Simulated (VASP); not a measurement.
Input for VASP

**KPOINTS**
```
Automatic mesh
0
Gamma
10 10 10
0 0 0
```

POSCAR:
```
AuZn
3.1473170
  1.0000000733   0.0000000000   0.0000000000
  0.0000000000   1.0000000733   0.0000000000
  0.0000000000   0.0000000000   1.0000000733
Zn Au
1 1
direct
  0.5000000000   0.5000000000   0.5000000000
  0.0000000000   0.0079432730   0.0000000000
```

INCAR:
```
! general
SYSTEM   =  AuZn
PREC     =  Accurate
ENCUT    =  480
LREAL    =  .FALSE.
LASPH    =  .TRUE.

! electronic loop
EDIFF    =  1E-7
NELM     =  100
ALGO     =  Normal
LMAXMIX  =  6
LMIXTAU  =  .TRUE.

! smearing
ISMEAR   =  1
SIGMA    =  0.1

! functional
METAGGA  =  R2SCAN

! ions
ISIF     =  2

! output
LWAVE    =  .FALSE.
LCHARG   =  .FALSE.
```

POTCAR, in this order: Zn Au (PBE.64 set). Program: vasp_std.

Q: Translate this r2SCAN calculation to Ansatz.

A: One equivalent input (not run):
Ansatz 0.2 input:
```yaml
crystal:
  lattice:
    - [3.1473172, 0.0000000, 0.0000000]
    - [0.0000000, 3.1473172, 0.0000000]
    - [0.0000000, 0.0000000, 3.1473172]
  atoms:
    - { symbol: Zn, position: [0.5000000, 0.5000000, 0.5000000] }
    - { symbol: Au, position: [0.0000000, 0.0079433, 0.0000000] }
kpoints:
  mp_grid: { grid: [10, 10, 10] }
hamiltonian:
  xc: r2scan
  pseudopotentials: { kind: paw }
scf:
  occupations: { method: methfessel_paxton, width: 0.1 }
  max_iter: 100
output: { forces: true, stress: true, eigenvalues: true }
```
What does not carry over: each code has its own PAW files, so the cut-off isn't converted (ENCUT is set for VASP's; basis.ecutwfc is left out, and Ansatz then takes the one that its files recommend); Ansatz stops its SCF on the density residual and VASP on the energy change (EDIFF).

The compound is AuZn in the CsCl type structure. This cell was strained or had an atom moved on purpose.
